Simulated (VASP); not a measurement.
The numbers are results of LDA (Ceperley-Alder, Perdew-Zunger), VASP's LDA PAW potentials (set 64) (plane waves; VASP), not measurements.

Gaps are without spin-orbit coupling.

Problem. Order these relaxed crystals by band gap, smallest first: BaO2, Cmmm (65); BaZrO3, Pm-3m (221); HgTe, P3_121 (152); Ga2ZnS4, P-42m (111).

Solution. HgTe, P3_121 (152) (0.30 eV), BaO2, Cmmm (65) (1.46 eV), Ga2ZnS4, P-42m (111) (2.10 eV), BaZrO3, Pm-3m (221) (3.11 eV)
